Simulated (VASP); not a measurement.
```
CELL_PARAMETERS angstrom
      4.25967     0.00000     0.00000
      0.00000     4.25967     0.00000
      0.00000     0.00000     4.25967
ATOMIC_POSITIONS crystal
  Cu 0.75000 0.25000 0.75000
  Cu 0.25000 0.75000 0.75000
  Cu 0.75000 0.75000 0.25000
  Cu 0.25000 0.25000 0.25000
  O  0.00000 0.00000 0.00000
  O  0.50000 0.50000 0.50000
```

These are PBE GGA with D3 dispersion (Becke-Johnson damping), VASP's PBE PAW potentials (set 64) (plane waves; VASP) values and carry that method's errors. Run with 520 eV cut-off, Gaussian smearing of 0.050 eV, potentials Cu O.

Give the energies of bands 18 to 31 at the high-symmetry points, in eV from the valence-band maximum.

| band | Γ | X | M | R |
|---|---|---|---|---|
| 18 | -1.91 | -2.04 | -2.19 | -1.95 |
| 19 | -1.91 | -2.03 | -1.92 | -1.95 |
| 20 | -1.76 | -2.03 | -1.92 | -1.75 |
| 21 | -1.76 | -1.87 | -1.92 | -1.75 |
| 22 | -1.76 | -1.87 | -1.92 | -1.75 |
| 23 | -1.57 | -1.69 | -1.48 | -1.63 |
| 24 | -1.57 | -1.69 | -1.48 | -1.63 |
| 25 | -1.57 | -1.20 | -1.21 | -0.99 |
| 26 | 0.00 | -1.20 | -1.21 | -0.57 |
| 27 | 0.00 | -0.39 | -0.66 | -0.57 |
| 28 | 0.00 | -0.39 | -0.66 | -0.57 |
| 29 | 0.54 | 2.27 | 1.93 | 2.46 |
| 30 | 1.25 | 2.27 | 1.93 | 2.46 |
| 31 | 1.25 | 4.24 | 3.86 | 2.46 |

The gap is direct, 0.54 eV, from the valence maximum at Γ to the conduction minimum at Γ.

Measured: gap 2.20 eV (computed value off by -1.66 eV), as given by Wei Chen et al., Physical Review Materials (2018), doi:10.1103/physrevmaterials.2.073803 [zero-point renormalisation of 0.03 eV added back (the table's ZPR column)].

The compound is Cu2O in the cuprite structure. It was relaxed first.
